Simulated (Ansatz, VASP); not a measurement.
# TiAl3 in two plane-wave programs

One calculation is typed for both programs; each brings its own data sets. How far apart do they land? The cell is taken from a series of runs on this material, whose earlier steps may have relaxed, scaled, displaced or heated it; both programs get it as it stands.

Calculated with Ansatz 0.2.0; plane waves, with VASP 6.6.1 beside it; zone-centre phonons at PBEsol.

## Step 1: Set-up

It takes space group I4/mmm (No. 139, tetragonal). Conventional cell: a = 3.802 Å, b = 3.802 Å, c = 8.524 Å, α = 90.00°, β = 90.00°, γ = 90.00°. Nearest to Al lie 4 Ti at 2.69 Å and 8 Al at 2.86 Å. Nearest to Al lie 8 Al at 2.69 to 2.86 Å and 4 Ti at 2.86 Å. Nearest to Ti lie 12 Al at 2.69 to 2.86 Å. Farther neighbours are not listed.

Structure file:

```
Al Ti
1.0
    -1.90117    1.90117    4.26201
     1.90117   -1.90117    4.26201
     1.90117    1.90117   -4.26201
Al Ti
3 1
Cartesian
  0.0000 0.0000 4.2620
  0.0000 1.9012 2.1310
  1.9012 0.0000 2.1310
  0.0000 0.0000 0.0000
```

## Step 2: VASP: zone-centre phonons, PBEsol

Second derivatives magnify differences that forces hide, and they need a tight electronic threshold.

Lines of VASP's logs that name or quote its potential files are left out, and so is its time.

Input file INCAR:

```
SYSTEM = TiAl3
PREC = Accurate
ENCUT = 500
EDIFF = 1E-08
NELM = 120
ISMEAR = 1
SIGMA = 0.2
LREAL = .FALSE.
ALGO = Normal
GGA = PS
NBANDS = 16
LASPH = .TRUE.
LORBIT = 11
LWAVE = .FALSE.
LCHARG = .FALSE.
ISIF = 2
IBRION = 8
GGA_COMPAT = .FALSE.
KPAR = 2
```

Input file POSCAR:

```
TiAl3
1.0
   -1.9011658229      1.9011658229      4.2620084665
    1.9011658229     -1.9011658229      4.2620084665
    1.9011658229      1.9011658229     -4.2620084665
Al Ti
3 1
Direct
    0.5000000000      0.5000000000      0.0000000000
    0.7500000000      0.2500000000      0.5000000000
    0.2500000000      0.7500000000      0.5000000000
    0.0000000000      0.0000000000      0.0000000000
```

Input file KPOINTS:

```
Automatic mesh
0
Gamma
16 16 16
0 0 0
```

PAW data sets: Al and Ti_sv (PBE family, release 64).

Started as:

```
$ mpirun -np 2 vasp_std
```

Numbers of over 12 decimals in the logs are rounded to 6 here.

What it wrote:

```text
[banner, memory and clock lines left out]
running    2 mpi-ranks, on    1 nodes
 distrk:  each k-point on    1 cores,    2 groups
 distr:  one band on    1 cores,    1 groups

 POSCAR found type information on POSCAR AlTi
 POSCAR found :  2 types and       4 ions
|                                                                             |
|               ----> ADVICE to this user running VASP <----                  |
|                                                                             |
|     You enforced a specific xc type in the INCAR file but a different       |
|     [... a line on the potential file left out ...]
|     I HOPE YOU KNOW WHAT YOU ARE DOING!                                     |
|                                                                             |

 LDA part: xc-table for (Slater+PW92), standard interpolation
 POSCAR, INCAR and KPOINTS ok, starting setup
 FFT: planning ... GRIDC
 FFT: planning ... GRID_SOFT
 FFT: planning ... GRID
 WAVECAR not read
 entering main loop
       N       E                     dE             d eps       ncg     rms          rms(c)
DAV:   1     0.114178550445E+03    0.11418E+03   -0.91817E+03 11168   0.118E+03
DAV:   2    -0.159544996424E+02   -0.13013E+03   -0.12808E+03 11376   0.306E+02
DAV:   3    -0.241261693664E+02   -0.81717E+01   -0.80288E+01 19048   0.688E+01
DAV:   4    -0.243011597559E+02   -0.17499E+00   -0.17484E+00 12792   0.100E+01
DAV:   5    -0.243077461423E+02   -0.65864E-02   -0.65862E-02 18448   0.184E+00    0.115E+01
DAV:   6    -0.229662851952E+02    0.13415E+01   -0.27641E+01 16688   0.395E+01    0.650E+00
DAV:   7    -0.223048672066E+02    0.66142E+00   -0.83408E+00 14440   0.213E+01    0.313E+00
DAV:   8    -0.222693271803E+02    0.35540E-01   -0.12799E+00 14216   0.910E+00    0.166E+00
DAV:   9    -0.222252579026E+02    0.44069E-01   -0.39958E-01 15064   0.496E+00    0.237E-01
DAV:  10    -0.222269178189E+02   -0.16599E-02   -0.89743E-03 14008   0.731E-01    0.311E-01
DAV:  11    -0.222250561936E+02    0.18616E-02   -0.85792E-03 16312   0.643E-01    0.693E-02
DAV:  12    -0.222250182561E+02    0.37937E-04   -0.40616E-04 15368   0.153E-01    0.367E-02
DAV:  13    -0.222250186757E+02   -0.41959E-06   -0.60734E-06 12192   0.202E-02    0.344E-02
DAV:  14    -0.222250188314E+02   -0.15569E-06   -0.11644E-06 14984   0.106E-02    0.192E-02
DAV:  15    -0.222250165947E+02    0.22367E-05   -0.91531E-06 15248   0.221E-02    0.571E-03
DAV:  16    -0.222250165144E+02    0.80338E-07   -0.26832E-07 14112   0.339E-03    0.423E-03
DAV:  17    -0.222250164696E+02    0.44771E-07   -0.44523E-08 13952   0.203E-03    0.223E-03
DAV:  18    -0.222250164241E+02    0.45499E-07   -0.42260E-08 12888   0.197E-03    0.521E-04
DAV:  19    -0.222250164142E+02    0.98933E-08   -0.22963E-09  7232   0.426E-04
   1 F= -.22225016E+02 E0= -.22225360E+02  d E =0.102978E-02
 Linear response reoptimize wavefunctions to high precision
DAV:   1    -0.222250164114E+02    0.28167E-08   -0.41620E-10  9128   0.199E-04
DAV:   2    -0.222250164114E+02    0.68212E-12   -0.92618E-11  6616   0.990E-05
 Linear response DOF=           6
 Linear response progress:
  Degree of freedom:   1/  6
       N       E                     dE             d eps       ncg     rms          rms(c)
RMM:   1    -0.882891786878E-02   -0.88289E-02    0.28885E-03 36515   0.132E+00
RMM:   2    -0.734718928838E-02    0.14817E-02   -0.18056E-03 40425   0.251E-01    0.458E-02
RMM:   3    -0.738777072370E-02   -0.40581E-04   -0.35929E-04 44109   0.108E-01    0.250E-02
RMM:   4    -0.749710214684E-02   -0.10933E-03   -0.10350E-04 43763   0.536E-02    0.742E-03
RMM:   5    -0.750775818857E-02   -0.10656E-04   -0.12184E-05 47726   0.197E-02    0.353E-03
RMM:   6    -0.751589706136E-02   -0.81389E-05   -0.19638E-06 50090   0.783E-03    0.845E-04
RMM:   7    -0.751704334209E-02   -0.11463E-05   -0.28956E-07 48474   0.303E-03    0.403E-04
RMM:   8    -0.751717140379E-02   -0.12806E-06   -0.12471E-07 47284   0.160E-03    0.171E-04
RMM:   9    -0.751721031594E-02   -0.38912E-07   -0.11062E-08 52449   0.572E-04    0.123E-04
RMM:  10    -0.751726149453E-02   -0.51179E-07   -0.21666E-09 47440   0.312E-04    0.239E-05
RMM:  11    -0.751722727372E-02    0.34221E-07   -0.86354E-10 51331   0.138E-04    0.841E-06
RMM:  12    -0.751723472521E-02   -0.74515E-08   -0.20725E-09 52878   0.594E-05    0.291E-06
 first order change of Fermi-energy   0.16745E-03
 force on displaced ion       1 direction 1 :  -8.890  -0.000  -0.000
 Linear response progress:
  Degree of freedom:   2/  6
       N       E                     dE             d eps       ncg     rms          rms(c)
RMM:   1    -0.106768064701E-01   -0.10677E-01    0.77425E-03 26435   0.713E-01
RMM:   2    -0.821813216642E-02    0.24587E-02   -0.15607E-03 24224   0.198E-01    0.463E-02
RMM:   3    -0.816047394601E-02    0.57658E-04   -0.50115E-04 24117   0.954E-02    0.212E-02
RMM:   4    -0.819768947272E-02   -0.37216E-04   -0.13883E-04 24382   0.470E-02    0.755E-03
RMM:   5    -0.818997186351E-02    0.77176E-05   -0.15175E-05 25246   0.183E-02    0.238E-03
RMM:   6    -0.819252039207E-02   -0.25485E-05   -0.34905E-06 26917   0.727E-03    0.692E-04
RMM:   7    -0.819094246597E-02    0.15779E-05   -0.74413E-07 26825   0.312E-03    0.339E-04
RMM:   8    -0.819053884542E-02    0.40362E-06   -0.25412E-07 27572   0.144E-03    0.166E-04
[...]
RMM:   9    -0.733381622776E-02   -0.19079E-06    0.21912E-08 91388   0.444E-04    0.519E-05
RMM:  10    -0.733379016191E-02    0.26066E-07    0.19320E-08 90044   0.220E-04    0.114E-05
RMM:  11    -0.733384858986E-02   -0.58428E-07    0.51391E-08 91376   0.115E-04    0.813E-06
RMM:  12    -0.733383482200E-02    0.13768E-07    0.15567E-08 91438   0.622E-05    0.322E-06
RMM:  13    -0.733382697427E-02    0.78477E-08    0.24557E-08 92102   0.360E-05    0.141E-06
 first order change of Fermi-energy  -0.98710E-06
 force on displaced ion       2 direction 1 :  -7.614  -0.000  -0.000
 Linear response progress:
  Degree of freedom:   4/  6
       N       E                     dE             d eps       ncg     rms          rms(c)
RMM:   1    -0.112663069050E-01   -0.11266E-01    0.40305E-03 41828   0.121E+00
RMM:   2    -0.861894581669E-02    0.26474E-02   -0.18115E-03 43289   0.263E-01    0.574E-02
RMM:   3    -0.856795541068E-02    0.50990E-04   -0.54866E-04 43076   0.127E-01    0.277E-02
RMM:   4    -0.864667834728E-02   -0.78723E-04   -0.16960E-04 45256   0.651E-02    0.979E-03
RMM:   5    -0.865078422926E-02   -0.41059E-05   -0.18667E-05 47592   0.250E-02    0.347E-03
RMM:   6    -0.866017754377E-02   -0.93933E-05   -0.38109E-06 50489   0.109E-02    0.113E-03
RMM:   7    -0.865945515453E-02    0.72239E-06   -0.72788E-07 49766   0.420E-03    0.529E-04
RMM:   8    -0.865917862168E-02    0.27653E-06   -0.20112E-07 49098   0.189E-03    0.251E-04
RMM:   9    -0.865946159145E-02   -0.28297E-06   -0.39505E-08 51072   0.768E-04    0.115E-04
RMM:  10    -0.865953321732E-02   -0.71626E-07   -0.25117E-08 50155   0.347E-04    0.280E-05
RMM:  11    -0.865952764555E-02    0.55718E-08   -0.13376E-08 52673   0.156E-04    0.673E-06
 first order change of Fermi-energy  -0.29354E-03
 force on displaced ion       2 direction 3 :   0.000  -0.000  -6.706
 Linear response progress:
  Degree of freedom:   5/  6
       N       E                     dE             d eps       ncg     rms          rms(c)
RMM:   1    -0.796311451844E+00   -0.79631E+00    0.78305E+00 20037   0.143E+02
RMM:   2    -0.700832209086E+00    0.95479E-01   -0.53580E-01 34529   0.588E+00    0.172E-01
RMM:   3    -0.699255677404E+00    0.15765E-02   -0.26680E-02 39773   0.129E+00    0.807E-02
RMM:   4    -0.700057736893E+00   -0.80206E-03   -0.18962E-02 46948   0.578E-01    0.369E-02
RMM:   5    -0.701599113253E+00   -0.15414E-02   -0.91736E-04 45570   0.166E-01    0.134E-02
RMM:   6    -0.701911176533E+00   -0.31206E-03   -0.25177E-04 48543   0.703E-02    0.371E-03
RMM:   7    -0.701851544721E+00    0.59632E-04   -0.40500E-05 49762   0.254E-02    0.303E-03
RMM:   8    -0.701934110131E+00   -0.82565E-04   -0.15708E-05 48026   0.119E-02    0.954E-04
RMM:   9    -0.701964195103E+00   -0.30085E-04   -0.69839E-06 50260   0.584E-03    0.194E-04
RMM:  10    -0.701956379099E+00    0.78160E-05   -0.49657E-06 51949   0.321E-03    0.147E-04
RMM:  11    -0.701960503785E+00   -0.41247E-05   -0.35766E-06 50447   0.195E-03    0.506E-05
RMM:  12    -0.701962687547E+00   -0.21838E-05   -0.29436E-06 51983   0.142E-03    0.114E-05
RMM:  13    -0.701963358477E+00   -0.67093E-06   -0.23135E-06 50256   0.109E-03    0.105E-05
RMM:  14    -0.701963690179E+00   -0.33170E-06   -0.19088E-06 49208   0.899E-04    0.736E-06
[...]
RMM:  22    -0.701963919105E+00   -0.96944E-08   -0.42523E-07 41350   0.306E-04    0.559E-06
RMM:  23    -0.701963946398E+00   -0.27293E-07   -0.37709E-07 38897   0.273E-04    0.636E-06
RMM:  24    -0.701963990371E+00   -0.43973E-07   -0.31390E-07 41305   0.246E-04    0.641E-06
RMM:  25    -0.701963993210E+00   -0.28393E-08   -0.27419E-07 31843   0.219E-04    0.790E-06
RMM:  26    -0.701964024417E+00   -0.31207E-07   -0.22612E-07 47385   0.201E-04    0.657E-06
RMM:  27    -0.701964043285E+00   -0.18868E-07   -0.20984E-07 44877   0.180E-04    0.585E-06
RMM:  28    -0.701964056960E+00   -0.13674E-07   -0.15830E-07 40089   0.161E-04    0.573E-06
RMM:  29    -0.701964056882E+00    0.77529E-10   -0.16380E-07 24996   0.144E-04    0.668E-06
 first order change of Fermi-energy  -0.25931E-03
 force on displaced ion       4 direction 1 : -10.558   0.000  -0.000
 Linear response progress:
  Degree of freedom:   6/  6
       N       E                     dE             d eps       ncg     rms          rms(c)
RMM:   1    -0.742291362545E+00   -0.74229E+00    0.17847E+01 11344   0.148E+02
RMM:   2    -0.647860850181E+00    0.94431E-01   -0.59030E-01 18988   0.596E+00    0.179E-01
RMM:   3    -0.646333110261E+00    0.15277E-02   -0.28361E-02 22138   0.132E+00    0.800E-02
RMM:   4    -0.646916121416E+00   -0.58301E-03   -0.19116E-02 25667   0.575E-01    0.327E-02
RMM:   5    -0.648066411299E+00   -0.11503E-02   -0.71606E-04 25408   0.153E-01    0.136E-02
RMM:   6    -0.648479916540E+00   -0.41351E-03   -0.24217E-04 26389   0.672E-02    0.394E-03
RMM:   7    -0.648536420293E+00   -0.56504E-04   -0.37073E-05 27725   0.233E-02    0.211E-03
RMM:   8    -0.648588884366E+00   -0.52464E-04   -0.17561E-05 26140   0.111E-02    0.807E-04
RMM:   9    -0.648614034656E+00   -0.25150E-04   -0.10806E-05 27469   0.554E-03    0.336E-04
RMM:  10    -0.648603805474E+00    0.10229E-04   -0.81282E-06 27616   0.328E-03    0.655E-05
RMM:  11    -0.648604893268E+00   -0.10878E-05   -0.73853E-06 28341   0.211E-03    0.444E-05
RMM:  12    -0.648606170792E+00   -0.12775E-05   -0.61770E-06 26391   0.165E-03    0.150E-05
RMM:  13    -0.648606542715E+00   -0.37192E-06   -0.55123E-06 27699   0.135E-03    0.912E-06
RMM:  14    -0.648606611563E+00   -0.68849E-07   -0.48818E-06 29319   0.116E-03    0.157E-05
[...]
RMM:  18    -0.648606525617E+00   -0.17008E-07   -0.29765E-06 23842   0.769E-04    0.420E-05
RMM:  19    -0.648606637848E+00   -0.11223E-06   -0.26923E-06 23323   0.710E-04    0.445E-05
RMM:  20    -0.648606707627E+00   -0.69779E-07   -0.24268E-06 23722   0.655E-04    0.473E-05
RMM:  21    -0.648606740502E+00   -0.32874E-07   -0.22198E-06 22585   0.609E-04    0.526E-05
RMM:  22    -0.648606618196E+00    0.12231E-06   -0.19810E-06 27968   0.571E-04    0.593E-05
RMM:  23    -0.648606614094E+00    0.41026E-08   -0.17241E-06 25316   0.523E-04    0.630E-05
RMM:  24    -0.648606648403E+00   -0.34310E-07   -0.16126E-06 19976   0.486E-04    0.654E-05
RMM:  25    -0.648606678393E+00   -0.29990E-07   -0.14452E-06 18161   0.453E-04    0.679E-05
 first order change of Fermi-energy   0.33866E-03
 force on displaced ion       4 direction 3 :  -0.000  -0.000  -8.132
 Linear response finished
```

(Part 1 of 2 ends here.)

[Lines on the potential files, build, host, timing and source positions are cut from VASP's logs without a mark.]

[Logs are printed without paths, hosts, clocks, repeated set-up lines and the standing remarks that a program may print on its own settings, such as how far it seeks lower states.]

[Hosts, paths, dates, database ids (printed as entryN), source tags and the programs' standing remarks are cut or masked in the printed files.]
